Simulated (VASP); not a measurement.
**CaO (Lime): what moves the LDA gap besides the functional**

Aim: test what besides the functional moves the gap of CaO (Lime). The starting structure is a measured crystal structure from the Crystallography Open Database. Cell and atoms stay as given unless a step says otherwise.

Main program and level: VASP 6.6.1; Kohn-Sham DFT with plane waves and PAW; LDA.

## Step 1: Set-up

The structure is cubic, space group Fm-3m (No. 225). Conventional cell: a = 4.813 Å, b = 4.813 Å, c = 4.813 Å, α = 90.00°, β = 90.00°, γ = 90.00°. Nearest to Ca lie 6 O at 2.41 Å. Nearest to O lie 6 Ca at 2.41 Å. Farther neighbours and most contacts between anions are not listed.

As a file:

```xyz
2
Lattice="0.0000 2.4065 2.4065 2.4065 0.0000 2.4065 2.4065 2.4065 0.0000" Properties=species:S:1:pos:R:3 pbc="T T T"
Ca    0.0000    0.0000    0.0000
O     2.4065    2.4065    2.4065
```

## Step 2: Reference bands

Contents of INCAR:

```
SYSTEM = CaO
PREC = Accurate
ENCUT = 460
EDIFF = 1E-06
NELM = 100
ISMEAR = 0
SIGMA = 0.03
LREAL = .FALSE.
ALGO = Normal
GGA = CA
NBANDS = 20
LORBIT = 11
LWAVE = .FALSE.
LCHARG = .FALSE.
KPAR = 4
```

Contents of POSCAR:

```
CaO
1.0
    0.0000000000      2.4065000000      2.4065000000
    2.4065000000      0.0000000000      2.4065000000
    2.4065000000      2.4065000000      0.0000000000
Ca O
1 1
Direct
    0.0000000000      0.0000000000      0.0000000000
    0.5000000000      0.5000000000      0.5000000000
```

Contents of KPOINTS:

```
Automatic mesh
0
Gamma
8 8 8
0 0 0
```

Contents of KPOINTS_OPT:

```
Line mode
10
Line-mode
Reciprocal
  0.00000000   0.00000000   0.00000000 GAMMA
  0.50000000   0.00000000   0.50000000 X

  0.50000000   0.00000000   0.50000000 X
  0.50000000   0.25000000   0.75000000 W

  0.50000000   0.25000000   0.75000000 W
  0.37500000   0.37500000   0.75000000 K

  0.37500000   0.37500000   0.75000000 K
  0.00000000   0.00000000   0.00000000 GAMMA

  0.00000000   0.00000000   0.00000000 GAMMA
  0.50000000   0.50000000   0.50000000 L

  0.50000000   0.50000000   0.50000000 L
  0.62500000   0.25000000   0.62500000 U

  0.62500000   0.25000000   0.62500000 U
  0.50000000   0.25000000   0.75000000 W

  0.50000000   0.25000000   0.75000000 W
  0.50000000   0.50000000   0.50000000 L

  0.50000000   0.50000000   0.50000000 L
  0.37500000   0.37500000   0.75000000 K

  0.62500000   0.25000000   0.62500000 U
  0.50000000   0.00000000   0.50000000 X
```

The projector-augmented-wave data sets are Ca_sv and O (LDA family, release 64).

Launch:

```bash
mpirun -np 4 vasp_std
```

What it wrote:

```text
[banner, memory and clock lines left out]
running    4 mpi-ranks, on    1 nodes
 distrk:  each k-point on    1 cores,    4 groups
 distr:  one band on    1 cores,    1 groups

 POSCAR found type information on POSCAR CaO
 POSCAR found :  2 types and       2 ions
 LDA part: xc-table for (Slater(with rela. corr.)+CA(PZ))
 , standard interpolation
 POSCAR, INCAR and KPOINTS ok, starting setup
 FFT: planning ... GRIDC
 FFT: planning ... GRID_SOFT
 FFT: planning ... GRID
 WAVECAR not read
 entering main loop
       N       E                     dE             d eps       ncg     rms          rms(c)
DAV:   1     0.117852546048E+03    0.11785E+03   -0.71611E+03  1160   0.750E+02
DAV:   2    -0.114886532131E+02   -0.12934E+03   -0.12045E+03  1256   0.234E+02
DAV:   3    -0.157992028731E+02   -0.43105E+01   -0.42711E+01  1536   0.430E+01
DAV:   4    -0.158867238089E+02   -0.87521E-01   -0.87454E-01  1428   0.558E+00
DAV:   5    -0.158886942807E+02   -0.19705E-02   -0.19704E-02  1456   0.712E-01    0.842E+00
DAV:   6    -0.143485719883E+02    0.15401E+01   -0.27480E+00  1300   0.161E+01    0.374E+00
DAV:   7    -0.142271558832E+02    0.12142E+00   -0.29852E-01  1340   0.476E+00    0.185E+00
DAV:   8    -0.141931817247E+02    0.33974E-01   -0.10721E-01  1512   0.245E+00    0.488E-01
DAV:   9    -0.141912385134E+02    0.19432E-02   -0.48227E-03  1360   0.441E-01    0.112E-01
DAV:  10    -0.141913600120E+02   -0.12150E-03   -0.24892E-04  1356   0.138E-01    0.563E-02
DAV:  11    -0.141913318681E+02    0.28144E-04   -0.29657E-05  1480   0.476E-02    0.895E-03
DAV:  12    -0.141913314813E+02    0.38672E-06   -0.57043E-06  1472   0.176E-02
   1 F= -.14191331E+02 E0= -.14191331E+02  d E =-.184098E-27
 Start KPOINTS_OPT (optional k-point list driver)
k-point batch [1-29\100]
       N       E                     dE             ncg
DAV:   1    -0.179554136983E+04   -0.17859E+05     1160
DAV:   2    -0.531854977289E+04   -0.35230E+04     1308
DAV:   3    -0.543787915155E+04   -0.11933E+03     1460
DAV:   4    -0.543992231465E+04   -0.20432E+01     1372
DAV:   5    -0.543996808444E+04   -0.45770E-01     1440
DAV:   6    -0.543996933721E+04   -0.12528E-02     1364
DAV:   7    -0.543996937364E+04   -0.36427E-04     1412
DAV:   8    -0.543996937464E+04   -0.10050E-05     1012
DAV:   9    -0.543996937472E+04   -0.76485E-07      892
[...]
k-point batch [88-100\100]
       N       E                     dE             ncg
DAV:   1     0.855382833675E+04   -0.91211E+04      520
DAV:   2     0.698620842778E+04   -0.15676E+04      588
DAV:   3     0.693442600817E+04   -0.51782E+02      700
DAV:   4     0.693375411194E+04   -0.67190E+00      584
DAV:   5     0.693374194925E+04   -0.12163E-01      700
DAV:   6     0.693374166804E+04   -0.28122E-03      556
DAV:   7     0.693374166122E+04   -0.68131E-05      700
DAV:   8     0.693374166108E+04   -0.13996E-06      376
```

It took 6.8 s on 4 MPI ranks of AMD EPYC 9R14 (Zen 4), shared host; peak memory 0.45 GiB.

The logs omit lines about the potential files and the build; timing stands in the text.

OUTCAR, selected parts (step 2):

```text
ion  position               nearest neighbor table
   1  0.000  0.000  0.000-   2 2.41   2 2.41   2 2.41   2 2.41   2 2.41   2 2.41
   2  0.500  0.500  0.500-   1 2.41   1 2.41   1 2.41   1 2.41   1 2.41   1 2.41

  LATTYP: Found a face centered cubic cell.
 ALAT       =     4.8130000000

 Subroutine GETGRP returns: Found 48 space group operations
 (whereof 48 operations were pure point group operations)

The static configuration has the point symmetry O_h .

 Found     29 irreducible k-points:

   k-points           NKPTS =     29   k-points in BZ     NKDIM =     29   number of bands    NBANDS=     20

   dimension x,y,z NGX =    24 NGY =   24 NGZ =   24
   dimension x,y,z NGXF=    48 NGYF=   48 NGZF=   48

   ENCUT  =  460.0 eV  33.81 Ry    5.81 a.u.   5.95  5.95  5.95*2*pi/ulx,y,z

   NELECT =      16.0000    total number of electrons

 k-points in reciprocal lattice and weights: Automatic mesh
   0.00000000  0.00000000  0.00000000       0.002
   0.12500000  0.00000000  0.00000000       0.016
   0.25000000  0.00000000  0.00000000       0.016
   0.37500000  0.00000000  0.00000000       0.016
   0.50000000  0.00000000  0.00000000       0.008
   0.12500000  0.12500000  0.00000000       0.012
   0.25000000  0.12500000  0.00000000       0.047
   0.37500000  0.12500000  0.00000000       0.047
   0.50000000  0.12500000  0.00000000       0.047
[...]
-0.37500000  0.50000000  0.12500000       0.023
  -0.25000000  0.50000000  0.25000000       0.012

 average (electrostatic) potential at core
       1 -43.8868       2 -71.4752

 E-fermi :   2.2105

 k-point     1 :       0.0000    0.0000    0.0000
  band No.  band energies     occupation
    ...
      4     -16.1375      2.00000
      5     -13.2092      2.00000
      6       1.9888      2.00000
      7       1.9888      2.00000
      8       1.9888      2.00000
      9       6.5191      0.00000
     10       8.0891      0.00000
     11       8.0891      0.00000
     12       8.0891      0.00000
     13       9.6420      0.00000
    ...

 k-point     2 :       0.1250    0.0000    0.0000
  band No.  band energies     occupation
    ...
      4     -16.1459      2.00000
      5     -12.9803      2.00000
      6       1.4377      2.00000
      7       1.7735      2.00000
      8       1.7735      2.00000
      9       7.2068      0.00000
     10       8.0463      0.00000
     11       8.3588      0.00000
     12       8.3588      0.00000
     13      10.0149      0.00000
    ...

 k-point     3 :       0.2500    0.0000    0.0000
  band No.  band energies     occupation
    ...
      4     -16.1659      2.00000
      5     -12.5153      2.00000
      6       0.4148      2.00000
      7       1.3145      2.00000
      8       1.3145      2.00000
      9       8.1029      0.00000
     10       8.6685      0.00000
     11       9.0675      0.00000
     12       9.0675      0.00000
     13      10.9118      0.00000
    ...

  Total       -1.2462059     -1.2462059     -1.2462059      0.0000000     -0.0000000      0.0000000
  in kB      -71.6329410    -71.6329410    -71.6329410      0.0000000     -0.0000000      0.0000000
  external PRESSURE =     -71.6329410 kB  Pullay stress =       0.0000000 kB

  energy-cutoff  :      460.00
  volume of cell :       27.87
      direct lattice vectors                 reciprocal lattice vectors
     0.000000000  2.406500000  2.406500000    -0.207770621  0.207770621  0.207770621
     2.406500000  0.000000000  2.406500000     0.207770621 -0.207770621  0.207770621
     2.406500000  2.406500000  0.000000000     0.207770621  0.207770621 -0.207770621

 POSITION                                       TOTAL-FORCE (eV/Angst)
 -----------------------------------------------------------------------------------
      0.00000      0.00000      0.00000         0.000000      0.000000      0.000000
      2.40650      2.40650      2.40650        -0.000000     -0.000000     -0.000000
 -----------------------------------------------------------------------------------
    total drift:                                0.000000     -0.000000     -0.000000

  FREE ENERGIE OF THE ION-ELECTRON SYSTEM (eV)
  ---------------------------------------------------
  free  energy   TOTEN  =       -14.1913314813 eV

  energy  without entropy=      -14.1913314813  energy(sigma->0) =      -14.19133148

 total charge
# of ion       s       p       d       tot
------------------------------------------
    1        2.041   5.872   0.306   8.219
    2        1.546   3.426   0.000   4.972
--------------------------------------------------
tot          3.586   9.298   0.306  13.191

[... 3 further parts left out ...]
```

At this level the cell is under a tension of 7.2 GPa, so at these settings it is away from equilibrium.

The reference gap is 3.462 eV.

## Step 3: Bands with cell and atoms relaxed by LDA

Against step 2 the input has another starting structure. The cell comes from a relaxation at this level, not shown (26.28 Å³).

INCAR is that of step 2.

Contents of POSCAR:

```
CaO
1.0
    0.0000000000      2.3597843393      2.3597843393
    2.3597843393      0.0000000000      2.3597843393
    2.3597843393      2.3597843393      0.0000000000
Ca O
1 1
Direct
    0.0000000000      0.0000000000      0.0000000000
    0.5000000000      0.5000000000      0.5000000000
```

KPOINTS is that of step 2.

KPOINTS_OPT is that of step 2.

Launch:

```bash
mpirun -np 4 vasp_std
```

What it wrote:

```text
[... set-up lines as in an earlier step ...]
 entering main loop
       N       E                     dE             d eps       ncg     rms          rms(c)
DAV:   1     0.117389158406E+03    0.11739E+03   -0.72553E+03  1168   0.751E+02
DAV:   2    -0.115705113884E+02   -0.12896E+03   -0.11976E+03  1268   0.235E+02
DAV:   3    -0.158463517204E+02   -0.42758E+01   -0.42316E+01  1488   0.429E+01
DAV:   4    -0.159344245011E+02   -0.88073E-01   -0.88028E-01  1400   0.567E+00
[...]
DAV:  10    -0.142244958899E+02   -0.11072E-03   -0.18572E-04  1348   0.116E-01    0.420E-02
DAV:  11    -0.142244787217E+02    0.17168E-04   -0.16705E-05  1524   0.388E-02    0.667E-03
DAV:  12    -0.142244786243E+02    0.97497E-07   -0.40200E-06  1304   0.135E-02
   1 F= -.14224479E+02 E0= -.14224479E+02  d E =-.124954E-13
 Start KPOINTS_OPT (optional k-point list driver)
k-point batch [1-29\100]
       N       E                     dE             ncg
DAV:   1    -0.143387420221E+04   -0.17640E+05     1160
DAV:   2    -0.510859316501E+04   -0.36747E+04     1308
DAV:   3    -0.523137741415E+04   -0.12278E+03     1488
DAV:   4    -0.523344281173E+04   -0.20654E+01     1352
DAV:   5    -0.523348273599E+04   -0.39924E-01     1456
DAV:   6    -0.523348374768E+04   -0.10117E-02     1344
DAV:   7    -0.523348377514E+04   -0.27459E-04     1440
DAV:   8    -0.523348377584E+04   -0.69818E-06      916
[...]
k-point batch [88-100\100]
       N       E                     dE             ncg
DAV:   1     0.877982053020E+04   -0.93521E+04      520
DAV:   2     0.717075818631E+04   -0.16091E+04      572
DAV:   3     0.711677809339E+04   -0.53980E+02      736
DAV:   4     0.711612623920E+04   -0.65185E+00      564
DAV:   5     0.711611759052E+04   -0.86487E-02      700
DAV:   6     0.711611742109E+04   -0.16944E-03      560
DAV:   7     0.711611741724E+04   -0.38427E-05      700
DAV:   8     0.711611741717E+04   -0.72001E-07      372
```

The job ended after 6.6 s (4 MPI ranks; peak memory 0.44 GiB).

Parts of OUTCAR (step 3):

```text
  Total       -0.0842470     -0.0842470     -0.0842470      0.0000000      0.0000000     -0.0000000
  in kB       -5.1359200     -5.1359200     -5.1359200      0.0000000      0.0000000     -0.0000000
  external PRESSURE =      -5.1359200 kB  Pullay stress =       0.0000000 kB

 POSITION                                       TOTAL-FORCE (eV/Angst)
 -----------------------------------------------------------------------------------
      0.00000      0.00000      0.00000         0.000000      0.000000      0.000000
      2.35978      2.35978      2.35978         0.000000     -0.000000     -0.000000
 -----------------------------------------------------------------------------------
    total drift:                                0.000000     -0.000000     -0.000000

  FREE ENERGIE OF THE ION-ELECTRON SYSTEM (eV)
  ---------------------------------------------------
  free  energy   TOTEN  =       -14.2244786243 eV

  energy  without entropy=      -14.2244786243  energy(sigma->0) =      -14.22447862

[... 1 part as in an earlier step ...]

[... 2 further parts left out ...]
[key lines of the parts left out:]
E-fermi :   2.4816
```

With cell and atoms relaxed by LDA the gap is 3.426 eV, -0.035 eV from the reference.

## Step 4: Bands with no band path

Against step 2 the input has no band path (also changed: NBANDS).

INCAR, as its differences from that of step 3:

```diff
@@ -10,3 +10,3 @@
 GGA = CA
-NBANDS = 20
+NBANDS = 14
 LORBIT = 11
```

Contents of POSCAR:

```
CaO
1.0
    0.0000000000      2.4065000000      2.4065000000
    2.4065000000      0.0000000000      2.4065000000
    2.4065000000      2.4065000000      0.0000000000
Ca O
1 1
Direct
    0.0000000000      0.0000000000      0.0000000000
    0.5000000000      0.5000000000      0.5000000000
```

KPOINTS is that of step 3.

Launch:

```bash
mpirun -np 4 vasp_std
```

What it wrote:

```text
[... set-up lines as in an earlier step ...]
 entering main loop
       N       E                     dE             d eps       ncg     rms          rms(c)
DAV:   1     0.119049696558E+03    0.11905E+03   -0.78894E+03   812   0.106E+03
DAV:   2    -0.105428646306E+02   -0.12959E+03   -0.12042E+03  1018   0.291E+02
DAV:   3    -0.157117926302E+02   -0.51689E+01   -0.51267E+01   926   0.601E+01
DAV:   4    -0.158874405629E+02   -0.17565E+00   -0.17547E+00  1176   0.945E+00
[...]
DAV:  10    -0.141913632806E+02   -0.16166E-03   -0.25249E-04   922   0.212E-01    0.486E-02
DAV:  11    -0.141913312585E+02    0.32022E-04   -0.43990E-05  1114   0.809E-02    0.453E-03
DAV:  12    -0.141913313993E+02   -0.14074E-06   -0.40719E-06   914   0.206E-02
   1 F= -.14191331E+02 E0= -.14191331E+02  d E =-.370843E-15
```

Wall time 2.4 s (4 MPI ranks); peak memory 0.4 GiB.

From OUTCAR (step 4):

```text
  Total       -1.2515020     -1.2515020     -1.2515020      0.0000000      0.0000000      0.0000000
  in kB      -71.9373669    -71.9373669    -71.9373669      0.0000000      0.0000000      0.0000000
  external PRESSURE =     -71.9373669 kB  Pullay stress =       0.0000000 kB

 POSITION                                       TOTAL-FORCE (eV/Angst)
 -----------------------------------------------------------------------------------
      0.00000      0.00000      0.00000         0.000000     -0.000000      0.000000
      2.40650      2.40650      2.40650         0.000000      0.000000      0.000000
 -----------------------------------------------------------------------------------
    total drift:                                0.000000     -0.000000     -0.000000

  FREE ENERGIE OF THE ION-ELECTRON SYSTEM (eV)
  ---------------------------------------------------
  free  energy   TOTEN  =       -14.1913313993 eV

  energy  without entropy=      -14.1913313993  energy(sigma->0) =      -14.19133140

[... 1 part as in an earlier step ...]

[... 2 further parts left out ...]
[key lines of the parts left out:]
E-fermi :   2.1430
```

With no band path the gap is 3.462 eV, +0.000 eV from the reference, read on the mesh alone.

## Step 5: Bands with a cutoff of 640 eV

Against step 2 the input has ENCUT = 640.

INCAR, as its differences from that of step 4:

```diff
@@ -2,3 +2,3 @@
 PREC = Accurate
-ENCUT = 460
+ENCUT = 640
 EDIFF = 1E-06
@@ -10,3 +10,3 @@
 GGA = CA
-NBANDS = 14
+NBANDS = 20
 LORBIT = 11
```

POSCAR is that of step 4.

KPOINTS is that of step 4.

KPOINTS_OPT is that of step 3.

Launch:

```bash
mpirun -np 4 vasp_std
```

What it wrote:

```text
[... set-up lines as in an earlier step ...]
 entering main loop
       N       E                     dE             d eps       ncg     rms          rms(c)
DAV:   1     0.136470909658E+03    0.13647E+03   -0.87994E+03  1160   0.954E+02
DAV:   2    -0.104721015385E+02   -0.14694E+03   -0.13648E+03  1264   0.266E+02
DAV:   3    -0.157827613626E+02   -0.53107E+01   -0.52565E+01  1528   0.499E+01
DAV:   4    -0.158889549514E+02   -0.10619E+00   -0.10611E+00  1428   0.616E+00
[...]
DAV:  10    -0.141917446525E+02   -0.11896E-03   -0.27691E-04  1384   0.146E-01    0.588E-02
DAV:  11    -0.141917131727E+02    0.31480E-04   -0.33177E-05  1484   0.507E-02    0.945E-03
DAV:  12    -0.141917126948E+02    0.47788E-06   -0.62738E-06  1472   0.188E-02
   1 F= -.14191713E+02 E0= -.14191713E+02  d E =-.188385E-27
 Start KPOINTS_OPT (optional k-point list driver)
k-point batch [1-29\100]
       N       E                     dE             ncg
DAV:   1    -0.115965786139E+04   -0.20361E+05     1160
DAV:   2    -0.528675362925E+04   -0.41271E+04     1260
DAV:   3    -0.543715559507E+04   -0.15040E+03     1548
DAV:   4    -0.544040924713E+04   -0.32537E+01     1388
DAV:   5    -0.544046350248E+04   -0.54255E-01     1456
DAV:   6    -0.544046481280E+04   -0.13103E-02     1384
DAV:   7    -0.544046484677E+04   -0.33967E-04     1416
DAV:   8    -0.544046484760E+04   -0.83497E-06      968
[...]
k-point batch [88-100\100]
       N       E                     dE             ncg
DAV:   1     0.102233085552E+05   -0.10561E+05      520
DAV:   2     0.844216694830E+04   -0.17811E+04      600
DAV:   3     0.837371606309E+04   -0.68451E+02      696
DAV:   4     0.837234798453E+04   -0.13681E+01      564
DAV:   5     0.837232439712E+04   -0.23587E-01      696
DAV:   6     0.837232386977E+04   -0.52735E-03      580
DAV:   7     0.837232385763E+04   -0.12148E-04      676
DAV:   8     0.837232385735E+04   -0.27129E-06      404
```

The job ended after 11 s (4 MPI ranks; peak memory 0.54 GiB; 41 s of CPU time).

(Continued in part 2 of 2.)

[Lines on the potential files, build, host, timing and source positions are cut from VASP's logs without a mark.]

[Logs are printed without paths, hosts, clocks, repeated set-up lines and the standing remarks that a program may print on its own settings, such as how far it seeks lower states.]

[Hosts, paths, dates, database ids (printed as entryN), source tags and the programs' standing remarks are cut or masked in the printed files.]
